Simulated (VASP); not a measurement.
Set up this calculation in VASP 6.6.1, as the native input.

```
Task                   : relaxation of cell and atoms
Functional             : PBEsol
Potentials or basis    : VASP PAW PBE potentials, release 64 (Sn_d)
Cutoff                 : 520 eV
k mesh                 : 8 × 8 × 8
Occupations            : gaussian, width 0.02 eV
Spin                   : no spin polarisation
Further INCAR settings : ALGO = Normal; EDIFF = 1e-07; IBRION = 2; EDIFFG = -0.002; NSW = 80; ISIF = 3
```

The structure of Sn lies in POSCAR:

```
Sn                                      
1.0
    0.0000000000      3.2676089731      3.2676089731
    3.2676089731      0.0000000000      3.2676089731
    3.2676089731      3.2676089731      0.0000000000
  Sn            
     2
Direct
     0.0000000000000000    0.0000000000000000    0.0000000000000000
     0.2500000000000000    0.2500000000000000    0.2500000000000000
```

This isn't the form of Sn at room conditions, which is tetragonal (white tin).

One way to write it, as run:

INCAR

```
PREC = Accurate ; ENCUT = 520
EDIFF = 1E-7 ; ISMEAR = 0
SIGMA = 0.02 ; LREAL = False
LASPH = True ; NELM = 60
ALGO = Normal ; ISIF = 3
LWAVE = False ; LCHARG = False
GGA = PS ; IBRION = 2
NSW = 80 ; EDIFFG = -0.002
```

KPOINTS

```
regular mesh
0
Gamma
  8 8 8
```

Potentials or basis: VASP PAW PBE potentials, release 64 (Sn_d).

Run with:

```bash
$ cat potpaw_PBE.64/Sn_d/POTCAR > POTCAR
$ mpirun -np 1 vasp_std > vasp.out
```

Results of the run:

* Pressure after relaxing: 0.0 GPa
* Band gap on the k mesh: none (metal or under the smearing width)

Caveat: the relaxation stopped at its first step, so nothing moved; the PAW data sets were made with another functional, which shifts forces and pressure a little.

It took 15 s on 1 thread of Intel(R) Xeon(R) 6975P-C (Granite Rapids), with other jobs on the host, peak memory 0.2 GiB.
